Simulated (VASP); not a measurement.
These are HSE06 screened hybrid, VASP's PBE PAW potentials (set 64) (plane waves; VASP 6.6.1) values and carry that method's errors.

The input files of a VASP run:

**POSCAR**
```
Cs2AgBiBr6
1
    0.0000000000     5.7791890000     5.7791890000
    5.7791890000     0.0000000000     5.7791890000
    5.7791890000     5.7791890000     0.0000000000
Cs Ag Bi Br
2 1 1 6
Direct
  0.7500000000   0.7500000000   0.7500000000
  0.2500000000   0.2500000000   0.2500000000
  0.5000000000   0.5000000000   0.5000000000
  0.0000000000   0.0000000000   0.0000000000
  0.7491900000   0.2508100000   0.2508100000
  0.2508100000   0.7491900000   0.7491900000
  0.2508100000   0.7491900000   0.2508100000
  0.7491900000   0.2508100000   0.7491900000
  0.2508100000   0.2508100000   0.7491900000
  0.7491900000   0.7491900000   0.2508100000
```

INCAR:
```
SYSTEM  =  Cs2AgBiBr6
PREC  =  Accurate; ENCUT  =  300; LREAL  =  .False.
LASPH  =  .True.; ISYM  =  3
EDIFF  =  1E-6; NELM  =  100; ALGO  =  Normal
LMAXMIX  =  4
ISMEAR  =  -1; SIGMA  =  0.05
GGA  =  PE; LHFCALC  =  .True.; AEXX  =  0.25
HFSCREEN  =  0.2; PRECFOCK  =  Fast
ISIF  =  2
LWAVE  =  .False.; LCHARG  =  .False.
```

KPOINTS:
```
kpoints
0
gamma
2 2 2
0.5 0.5 0.5
```

POTCAR, in this order: Cs_sv Ag Bi_d Br (PBE.64 set). Program: vasp_std.

Output of the run:

### OUTCAR
```
 ion  position               nearest neighbor table
   1  0.750  0.750  0.750-
   2  0.250  0.250  0.250-
   3  0.500  0.500  0.500-   5 2.88   6 2.88   7 2.88   8 2.88   9 2.88  10 2.88
   4  0.000  0.000  0.000-   5 2.90   6 2.90   7 2.90   8 2.90   9 2.90  10 2.90
   5  0.749  0.251  0.251-   3 2.88   4 2.90
   6  0.251  0.749  0.749-   3 2.88   4 2.90
   7  0.251  0.749  0.251-   3 2.88   4 2.90
   8  0.749  0.251  0.749-   3 2.88   4 2.90
   9  0.251  0.251  0.749-   3 2.88   4 2.90
  10  0.749  0.749  0.251-   3 2.88   4 2.90
  LATTYP: Found a face centered cubic cell.
 ALAT       =    11.5583780000
 Subroutine PRICEL returns:
 Original cell was already a primitive cell.
 Subroutine GETGRP returns: Found 48 space group operations
The static configuration has the point symmetry O_h .
The dynamic configuration has the point symmetry O_h .
 Subroutine INISYM returns: Found 48 space group operations
 Subroutine IBZKPT returns following result:
 Found      2 irreducible k-points:

 Following reciprocal coordinates:
            Coordinates               Weight
  0.250000  0.250000  0.250000      8.000000
 -0.250000  0.250000  0.250000     24.000000
 Subroutine IBZKPT_HF returns following result:
   k-points           NKPTS =      2   k-points in BZ     NKDIM =     32   number of bands    NBANDS=     51
   number of dos      NEDOS =    301   number of ions     NIONS =     10
   total plane-waves  NPLWV = 110592
   dimension x,y,z NGX =    48 NGY =   48 NGZ =   48
   dimension x,y,z NGXF=    96 NGYF=   96 NGZF=   96
   ions per type =               2   1   1   6
   PREC   = accura    normal or accurate (medium, high low for compatibility)
   ISTART =      0    job   : 0-new  1-cont  2-samecut
   ICHARG =      2    charge: 1-file 2-atom 10-const
   ISPIN  =      1    spin polarized calculation?
   LNONCOLLINEAR =      F non collinear calculations
   LSORBIT =      F    spin-orbit coupling
   INIWAV =      1    electr: 0-lowe 1-rand  2-diag
   ENCUT  =  300.0 eV  22.05 Ry    4.70 a.u.  11.54 11.54 11.54*2*pi/ulx,y,z
   NELM   =    100;   NELMIN=  2; NELMDL= -5     # of ELM steps
   EDIFF  = 0.1E-05   stopping-criterion for ELM
   LREAL  =      F    real-space projection
   NLSPLINE    = F    spline interpolate recip. space projectors
   LMAXMIX     =    4 max onsite mixed and CHGCAR
   VOSKOWN=      0    Vosko Wilk Nusair interpolation
   EDIFFG = 0.1E-04   stopping-criterion for IOM
   NSW    =      0    number of steps for IOM
   NBLOCK =      1;   KBLOCK =      1    inner block; outer block
   IBRION =     -1    ionic relax: 0-MD 1-quasi-New 2-CG
   NFREE  =      0    steps in history (QN), initial steepest desc. (CG)
   ISIF   =      2    stress and relaxation
   ISYM   =      3    0-nonsym 1-usesym 2-fastsym
   TEIN   =    0.0    initial temperature
   TEBEG  =    0.0;   TEEND  =   0.0 temperature during run
   SMASS  =  -3.00    Nose mass-parameter (am)
   PSTRESS=    0.0 pullay stress
   NELECT =      86.0000    total number of electrons
   EFERMI =   0.00;   METHOD = LEGACY
   ISMEAR =    -1;   SIGMA  =   0.05  broadening in eV -4-tet -1-fermi 0-gaus
   IALGO  =     38    algorithm
   LDIAG  =      T    sub-space diagonalisation (order eigenvalues)
   IMIX   =      1    mixing-type and parameters
     AMIX     =   0.40;   BMIX     =  1.00
     AMIX_MAG =   1.60;   BMIX_MAG =  1.00
     AMIN     =   0.10
   GGA     = PE    functional components
   VOSKOWN =     0    Vosko Wilk Nusair interpolation
   LHFCALC =     T    Hartree Fock is set to
   NKREDX  =     1    reduce k-point grid by
   AEXX    =    0.2500 exact exchange contribution
   HFSCREEN=    0.2000 screening length (either q_TF or 0.3 A-1)
   HFRCUT  =    0.0000 spherical cutoff for potential kernel
   AGGAX   =    0.7500 GGA exchange part
...
```

OSZICAR:
```
       N       E                     dE             d eps       ncg     rms          rms(c)
DAV:   1    -0.899622263600E+04   -0.89962E+04   -0.28536E+04   220   0.963E+02
DAV:   2    -0.955576778452E+04   -0.55955E+03   -0.54993E+03   258   0.253E+02
DAV:   3    -0.961155762092E+04   -0.55790E+02   -0.55605E+02   232   0.960E+01
DAV:   4    -0.961273394961E+04   -0.11763E+01   -0.11739E+01   256   0.176E+01
DAV:   5    -0.369398632409E+02    0.95758E+04   -0.36442E+01   226   0.384E+01    0.832E+00
DAV:   6    -0.354657826061E+02    0.14741E+01   -0.52083E+00   264   0.902E+00    0.470E+00
DAV:   7    -0.354575903581E+02    0.81922E-02   -0.14425E+00   232   0.513E+00    0.326E+00
DAV:   8    -0.354803654966E+02   -0.22775E-01   -0.15628E-01   248   0.179E+00    0.199E+00
DAV:   9    -0.354695216650E+02    0.10844E-01   -0.16569E-02   240   0.780E-01    0.114E+00
DAV:  10    -0.354675342214E+02    0.19874E-02   -0.83313E-03   232   0.393E-01    0.625E-01
DAV:  11    -0.354676068865E+02   -0.72665E-04   -0.17941E-03   240   0.187E-01    0.352E-01
DAV:  12    -0.354677729104E+02   -0.16602E-03   -0.46988E-04   240   0.109E-01    0.205E-01
DAV:  13    -0.354679210187E+02   -0.14811E-03   -0.20661E-04   240   0.719E-02    0.121E-01
DAV:  14    -0.354680192890E+02   -0.98270E-04   -0.82425E-05   240   0.452E-02    0.721E-02
DAV:  15    -0.354680738864E+02   -0.54597E-04   -0.30884E-05   240   0.274E-02    0.436E-02
DAV:  16    -0.354681021497E+02   -0.28263E-04   -0.12669E-05   240   0.170E-02    0.268E-02
DAV:  17    -0.354681163458E+02   -0.14196E-04   -0.56705E-06   216   0.109E-02    0.168E-02
DAV:  18    -0.354681233326E+02   -0.69868E-05   -0.26811E-06   200   0.729E-03    0.107E-02
DAV:  19    -0.354681267211E+02   -0.33886E-05   -0.11894E-06   160   0.484E-03    0.686E-03
DAV:  20    -0.354681283475E+02   -0.16263E-05   -0.75430E-07   152   0.367E-03    0.451E-03
DAV:  21    -0.354681291305E+02   -0.78301E-06   -0.35212E-07   144   0.254E-03
   1 F= -.35468129E+02 E0= -.35468129E+02  d E =-.367416E-10
```

### OUTCAR
```
------------------------ aborting loop because EDIFF is reached ----------------------------------------
  FORCE on cell =-STRESS in cart. coord.  units (eV):
  Direction    XX          YY          ZZ          XY          YZ          ZX
  --------------------------------------------------------------------------------------
  Total       -2.5216428     -2.5216428     -2.5216428      0.0000000      0.0000000     -0.0000000
  in kB      -10.4655836    -10.4655836    -10.4655836      0.0000000      0.0000000     -0.0000000
  external PRESSURE =     -10.4655836 kB  Pullay stress =       0.0000000 kB
  volume of cell :      386.04
      direct lattice vectors                 reciprocal lattice vectors
     0.000000000  5.779189000  5.779189000    -0.086517330  0.086517330  0.086517330
     5.779189000  0.000000000  5.779189000     0.086517330 -0.086517330  0.086517330
     5.779189000  5.779189000  0.000000000     0.086517330  0.086517330 -0.086517330
 POSITION                                       TOTAL-FORCE (eV/Angst)
 -----------------------------------------------------------------------------------
      8.66878      8.66878      8.66878        -0.000000      0.000000      0.000000
      2.88959      2.88959      2.88959        -0.000000     -0.000000     -0.000000
      5.77919      5.77919      5.77919        -0.000000      0.000000     -0.000000
      0.00000      0.00000      0.00000        -0.000000      0.000000      0.000000
      2.89896      5.77919      5.77919        -0.208533      0.000000      0.000000
      8.65942      5.77919      5.77919         0.208533      0.000000      0.000000
      5.77919      2.89896      5.77919        -0.000000     -0.208533      0.000000
      5.77919      8.65942      5.77919        -0.000000      0.208533      0.000000
      5.77919      5.77919      2.89896        -0.000000      0.000000     -0.208533
      5.77919      5.77919      8.65942        -0.000000      0.000000      0.208533
 -----------------------------------------------------------------------------------
    total drift:                                0.000000      0.000000     -0.000000
  FREE ENERGIE OF THE ION-ELECTRON SYSTEM (eV)
  ---------------------------------------------------
  free  energy   TOTEN  =       -35.4681291305 eV

  energy  without entropy=      -35.4681291304  energy(sigma->0) =      -35.46812913

  exchange ACFDT corr.  =         0.00000000  see jH, gK, PRB 81, 115126
```
(Selected blocks of OUTCAR.)

At this cut-off the stress carries a Pulay error, which pulls relaxed volumes low.

The structure comes from a computed database's Cs2AgBiBr6 entry; how it stands against other phases isn't given here. The cell was not relaxed at this level. The k-mesh is coarse (spacing up to 0.47 per Å, 2π included), so the numbers may not be converged in it. The run is one of a series of settings (KPOINTS 2×2×2 Γ-centred mesh shifted by (0.5, 0.5, 0.5) against the base run), some of them coarse on purpose.
